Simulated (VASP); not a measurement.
A VASP calculation is set up with these files.

**POSCAR**
```
Be
1.0
  1.0619623272  -1.8393724578   0.0000000000
  1.0619623272   1.8393724578   0.0000000000
  0.0000000000   0.0000000000   3.3605485222
Be
2
Cartesian
  1.0619623272   0.6131253788   0.8401371306
  1.0619623272  -0.6131253788   2.5204113917
```

KPOINTS:
```
Automatic mesh
0
Gamma
19 19 11
0 0 0
```

**INCAR**
```
! general
SYSTEM =Be
PREC   =Accurate
ENCUT  =500
LREAL  =.False.
LASPH  =.True.

! electronic loop
EDIFF  =1E-6
NELM   =100
ALGO   =Normal

! smearing
ISMEAR =1
SIGMA  =0.1

! functional
GGA    =PS

! ions
IBRION =2
NSW    =40
ISIF   =3
EDIFFG =-0.02
PSTRESS=450

! output
LWAVE  =.False.
LCHARG =.False.
```

POTCAR, in this order: Be (PBE.64 set). Program: vasp_std.

Problem. Translate this PBEsol calculation to Ansatz.

Solution. One equivalent input (not run):
Ansatz 0.2 input:
```yaml
crystal:
  lattice:
    - [1.0619623, -1.8393725, 0.0000000]
    - [1.0619623, 1.8393725, 0.0000000]
    - [0.0000000, 0.0000000, 3.3605485]
  atoms:
    - { symbol: Be, position: [0.3333330, 0.6666670, 0.2500000] }
    - { symbol: Be, position: [0.6666670, 0.3333330, 0.7500000] }
kpoints:
  mp_grid: { grid: [19, 19, 11] }
hamiltonian:
  xc: pbesol
  pseudopotentials: { kind: paw }
scf:
  occupations: { method: methfessel_paxton, width: 0.1 }
  max_iter: 100
relax:
  max_steps: 40
  f_tol: 0.02
  cell: { p_target: 45 }
output: { forces: true, stress: true, eigenvalues: true }
```
What does not carry over: each code has its own PAW files, so the cut-off isn't converted (ENCUT is set for VASP's; basis.ecutwfc is left out, and Ansatz then takes the one that its files recommend); Ansatz stops its SCF on the density residual and VASP on the energy change (EDIFF).

The compound is Be in the hcp structure. This run relaxes it under an external pressure of 45 GPa. Symmetry was kept, so distortions that lower it aren't found.
